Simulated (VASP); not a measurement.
Method: vdW-DF2, VASP's PBE PAW potentials (set 64) (plane waves; VASP).

The input files of a VASP run:

INCAR:
```
# general
SYSTEM    =  AuAl2
PREC      =  Accurate
ENCUT     =  520
LREAL     =  .False.   # projection in real space or not
LASPH     =  .True.   # aspherical one-centre terms

# electronic loop
EDIFF     =  1E-7
NELM      =  100   # most electronic steps
ALGO      =  Normal
LMAXMIX   =  6

# smearing
ISMEAR    =  1   # Methfessel-Paxton
SIGMA     =  0.1   # width (eV)

# functional
GGA       =  ML
LUSE_VDW  =  .True.
AGGAC     =  0.0
ZAB_VDW   =  -1.8867

# ions
ISIF      =  2

# output
LWAVE     =  .False.
LCHARG    =  .False.
```

**KPOINTS**
```
Automatic mesh
0
Gamma
9 9 9
0 0 0
```

File POSCAR:
```
AuAl2
1
    0.0000000000     3.0706339344     3.0706339344
    3.0706339344     0.0000000000     3.0706339344
    3.0706339344     3.0706339344     0.0000000000
Al Au
2 1
Direct
  0.2500000000   0.2500000000   0.2500000000
  0.7500000000   0.7500000000   0.7500000000
  0.0000000000   0.0000000000   0.0000000000
```

POTCAR, in this order: Al Au (PBE.64 set). Program: vasp_std.

The run wrote:

OSZICAR:
```
       N       E                     dE             d eps       ncg     rms          rms(c)
DAV:   1     0.670012871230E+02    0.67001E+02   -0.69462E+03   848   0.115E+03
DAV:   2    -0.387302093836E+01   -0.70874E+02   -0.64699E+02   944   0.194E+02
DAV:   3    -0.597173531799E+01   -0.20987E+01   -0.20673E+01  1056   0.331E+01
DAV:   4    -0.599477313238E+01   -0.23038E-01   -0.23028E-01  1004   0.400E+00
DAV:   5    -0.599518314861E+01   -0.41002E-03   -0.41000E-03  1060   0.588E-01    0.845E+00
DAV:   6    -0.494830865580E+01    0.10469E+01   -0.62488E+00   940   0.280E+01    0.373E+00
DAV:   7    -0.488641516884E+01    0.61893E-01   -0.31702E-01   896   0.660E+00    0.172E+00
DAV:   8    -0.487324058802E+01    0.13175E-01   -0.48699E-02   944   0.192E+00    0.374E-01
DAV:   9    -0.487343707853E+01   -0.19649E-03   -0.53470E-03   968   0.872E-01    0.186E-01
DAV:  10    -0.487384075290E+01   -0.40367E-03   -0.10717E-03   904   0.308E-01    0.314E-02
DAV:  11    -0.487384071605E+01    0.36854E-07   -0.21216E-05  1116   0.399E-02    0.185E-02
DAV:  12    -0.487384289748E+01   -0.21814E-05   -0.95206E-06   928   0.315E-02    0.351E-03
DAV:  13    -0.487384299575E+01   -0.98260E-07   -0.74978E-07  1040   0.821E-03
   1 F= -.48738430E+01 E0= -.48728811E+01  d E =-.288565E-02
```

File OUTCAR:
```
------------------------ aborting loop because EDIFF is reached ----------------------------------------
  FORCE on cell =-STRESS in cart. coord.  units (eV):
  Direction    XX          YY          ZZ          XY          YZ          ZX
  --------------------------------------------------------------------------------------
  Total        0.8540200      0.8540200      0.8540200      0.0000000      0.0000000     -0.0000000
  in kB       23.6300424     23.6300424     23.6300424      0.0000000      0.0000000     -0.0000000
  external PRESSURE =      23.6300424 kB  Pullay stress =       0.0000000 kB
  volume of cell :       57.90
      direct lattice vectors                 reciprocal lattice vectors
     0.000000000  3.070633934  3.070633934    -0.162832826  0.162832826  0.162832826
     3.070633934  0.000000000  3.070633934     0.162832826 -0.162832826  0.162832826
     3.070633934  3.070633934  0.000000000     0.162832826  0.162832826 -0.162832826
 POSITION                                       TOTAL-FORCE (eV/Angst)
 -----------------------------------------------------------------------------------
      1.53532      1.53532      1.53532        -0.000000     -0.000000     -0.000000
      4.60595      4.60595      4.60595         0.000000      0.000000      0.000000
      0.00000      0.00000      0.00000        -0.000000      0.000000      0.000000
 -----------------------------------------------------------------------------------
    total drift:                                0.000000     -0.000000      0.000000
  FREE ENERGIE OF THE ION-ELECTRON SYSTEM (eV)
  ---------------------------------------------------
  free  energy   TOTEN  =        -4.8738429957 eV

  energy  without entropy=       -4.8709573475  energy(sigma->0) =       -4.87288111
```
(Selected blocks of OUTCAR.)

### OUTCAR
```
 val. band max:        7.2251562660   @ k =  -0.1111   0.1111   0.0000

 cond. band min:       7.2660481041   @ k =   0.4444   0.2222   0.1111


 Fermi energy:         7.2511317789

 k-point     1 :       0.0000    0.0000    0.0000
  band No.  band energies     occupation
      1      -2.8517      2.00000
      2       0.9740      2.00000
      3       0.9740      2.00000
      4       0.9740      2.00000
      5       1.8569      2.00000
      6       1.8569      2.00000
      7       8.5712     -0.00000
      8      10.2354      0.00000
      9      10.2354      0.00000
     10      10.2354      0.00000
     11      10.7591      0.00000
     12      10.7591      0.00000

 k-point     2 :       0.1111    0.0000    0.0000
  band No.  band energies     occupation
      1      -2.6992      2.00000
      2       0.9165      2.00000
      3       1.0109      2.00000
      4       1.0109      2.00000
      5       1.8503      2.00000
      6       1.8503      2.00000
      7       7.8716     -0.00000
      8       9.0605     -0.00000
      9       9.5392      0.00000
     10       9.5392      0.00000
     11      11.4256      0.00000
     12      11.4256      0.00000

 k-point     3 :       0.2222    0.0000    0.0000
  band No.  band energies     occupation
      1      -2.2579      2.00000
      2       0.7917      2.00000
      3       1.0968      2.00000
      4       1.0968      2.00000
      5       1.8504      2.00000
      6       1.8504      2.00000
      7       5.7588      2.00000
      8       8.7218     -0.00000
      9       8.7218     -0.00000
     10       9.2632      0.00000
     11      11.4260      0.00000
     12      11.4795      0.00000

 k-point     4 :       0.3333    0.0000    0.0000
  band No.  band energies     occupation
      1      -1.6036      2.00000
      2       0.7232      2.00000
      3       1.1714      2.00000
      4       1.1714      2.00000
      5       1.8920      2.00000
      6       1.8920      2.00000
...
```

Unless said otherwise, spin-orbit coupling is left out, though it shifts the bands of the heavy elements here.

The compound is AuAl2 in the fluorite structure. This cell is one point of a volume scan, at 0.97 of the reference volume. The electron count is odd and the run is not spin-polarised, which forces a metal.
